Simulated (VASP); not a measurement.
```yaml
crystal:
  lattice:
    - [0.00000, 2.27000, 2.27000]
    - [2.27000, 0.00000, 2.27000]
    - [2.27000, 2.27000, 0.00000]
  atoms:
    - { symbol: B, position: [0.00000, 0.00000, 0.00000] }
    - { symbol: P, position: [0.25000, 0.25000, 0.25000] }
```

Method: G0W0 on PBE orbitals, VASP's PBE PAW potentials (set 64) (plane waves; VASP 6.6.1). Numerical set-up: PREC = Normal, 500 eV cut-off, 4×4×4 Γ-centred mesh, Gaussian smearing of 0.010 eV, potentials B_GW P_GW.

The mesh is coarse and the basis finite, so the quasiparticle values are not converged.

NBANDS = 64, ENCUTGW = 150 eV, NOMEGA = 64. The PBE levels (eV) that the step starts from are:

```tsv
state	KS energy	filling
k1 (0.00, 0.00, 0.00), band 1	-8.31	2
k1 (0.00, 0.00, 0.00), band 2	7.16	2
k1 (0.00, 0.00, 0.00), band 3	7.16	2
k1 (0.00, 0.00, 0.00), band 4	7.16	2
k1 (0.00, 0.00, 0.00), band 5	10.54	0
k1 (0.00, 0.00, 0.00), band 6	10.54	0
k1 (0.00, 0.00, 0.00), band 7	10.54	0
k1 (0.00, 0.00, 0.00), band 8	14.51	0
k3 (0.50, 0.00, 0.00), band 1	-4.98	2
k3 (0.50, 0.00, 0.00), band 2	-1.88	2
k3 (0.50, 0.00, 0.00), band 3	5.40	2
k3 (0.50, 0.00, 0.00), band 4	5.40	2
k3 (0.50, 0.00, 0.00), band 5	10.92	0
k3 (0.50, 0.00, 0.00), band 6	11.85	0
k3 (0.50, 0.00, 0.00), band 7	11.85	0
k3 (0.50, 0.00, 0.00), band 8	17.28	0
k6 (-0.25, 0.25, 0.00), band 1	-5.48	2
k6 (-0.25, 0.25, 0.00), band 2	0.69	2
k6 (-0.25, 0.25, 0.00), band 3	1.91	2
k6 (-0.25, 0.25, 0.00), band 4	5.22	2
k6 (-0.25, 0.25, 0.00), band 5	11.00	0
k6 (-0.25, 0.25, 0.00), band 6	13.51	0
k6 (-0.25, 0.25, 0.00), band 7	14.65	0
k6 (-0.25, 0.25, 0.00), band 8	15.90	0
```

**Question.** Give the quasiparticle energies and renormalisation factors Z.

**Answer.** 
```tsv
state	QP energy (eV)	Z
k1 (0.00, 0.00, 0.00), band 1	-9.04	0.73
k1 (0.00, 0.00, 0.00), band 2	6.75	0.79
k1 (0.00, 0.00, 0.00), band 3	6.75	0.79
k1 (0.00, 0.00, 0.00), band 4	6.75	0.79
k1 (0.00, 0.00, 0.00), band 5	11.00	0.78
k1 (0.00, 0.00, 0.00), band 6	11.00	0.78
k1 (0.00, 0.00, 0.00), band 7	11.00	0.78
k1 (0.00, 0.00, 0.00), band 8	14.98	0.76
k3 (0.50, 0.00, 0.00), band 1	-5.60	0.72
k3 (0.50, 0.00, 0.00), band 2	-2.56	0.72
k3 (0.50, 0.00, 0.00), band 3	4.90	0.78
k3 (0.50, 0.00, 0.00), band 4	4.90	0.78
k3 (0.50, 0.00, 0.00), band 5	11.28	0.78
k3 (0.50, 0.00, 0.00), band 6	12.31	0.78
k3 (0.50, 0.00, 0.00), band 7	12.31	0.78
k3 (0.50, 0.00, 0.00), band 8	17.45	0.76
k6 (-0.25, 0.25, 0.00), band 1	-6.13	0.72
k6 (-0.25, 0.25, 0.00), band 2	0.04	0.73
k6 (-0.25, 0.25, 0.00), band 3	1.30	0.76
k6 (-0.25, 0.25, 0.00), band 4	4.72	0.78
k6 (-0.25, 0.25, 0.00), band 5	11.37	0.79
k6 (-0.25, 0.25, 0.00), band 6	14.06	0.76
k6 (-0.25, 0.25, 0.00), band 7	15.07	0.77
k6 (-0.25, 0.25, 0.00), band 8	16.38	0.76
```
On the mesh the gap opens from 1.32 to 1.92 eV.

The compound is BP in the zinc blende structure. The cell was not relaxed at this level. The k-mesh is coarse (spacing up to 0.60 per Å, 2π included), so the numbers may not be converged in it.
